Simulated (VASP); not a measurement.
```
CELL_PARAMETERS angstrom
      0.00000     3.22161     3.22161
      3.22161     0.00000     3.22161
      3.22161     3.22161     0.00000
ATOMIC_POSITIONS crystal
  Mg 0.00000 0.00000 0.00000
  Te 0.25000 0.25000 0.25000
```

These are PBEsol GGA, VASP's PBE PAW potentials (set 64) (plane waves; VASP) values and carry that method's errors. Run with 500 eV cut-off, 7×7×7 Γ-centred mesh, Gaussian smearing of 0.050 eV, potentials Mg Te.

Unless said otherwise, spin-orbit coupling is left out, though it shifts the bands of the heavy elements here.

### Question
Estimate the energy per atom (σ→0), band gap (on the k-mesh) with the smallest direct gap where there is one.

### Answer

band gap (on the k-mesh): 2.34 eV
smallest direct gap (on the k-mesh): 2.34 eV
energy per atom (σ→0): -3.446 eV/atom

The structure was generated: MgTe was put into the zinc blende type (F-43m), which need not be its known phase. The cell was not relaxed at this level.
